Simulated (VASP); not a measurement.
Given:

```
CELL_PARAMETERS angstrom
      0.00000     2.66032     2.67517
      2.67865     0.00000     2.67517
      2.67865     2.66032     0.00000
ATOMIC_POSITIONS crystal
  Cd 0.00000 0.00000 0.00000
  F  0.25000 0.25000 0.25000
  F  0.74567 0.75433 0.75433
```

All values below come from PBE GGA, VASP's PBE PAW potentials (set 64) (plane waves; VASP). Settings: 520 eV cut-off, 7×7×7 Γ-centred mesh, tetrahedra, potentials Cd F.

### Question
What does the run give for the energy per atom (σ→0), pressure, largest force?

### Answer

```
Item                            Value
---------------------  --------------
energy per atom (σ→0)  -3.603 eV/atom
pressure                     9.54 GPa
largest force              0.128 eV/Å
```

The absolute energy has meaning only against runs of the same code, potentials and settings.

The compound is CdF2 in the fluorite structure. The cell was not relaxed at this level, atoms are displaced from their ideal sites. The run is one of a series of settings (ISMEAR = -4, SIGMA removed against the base run), some of them coarse on purpose.
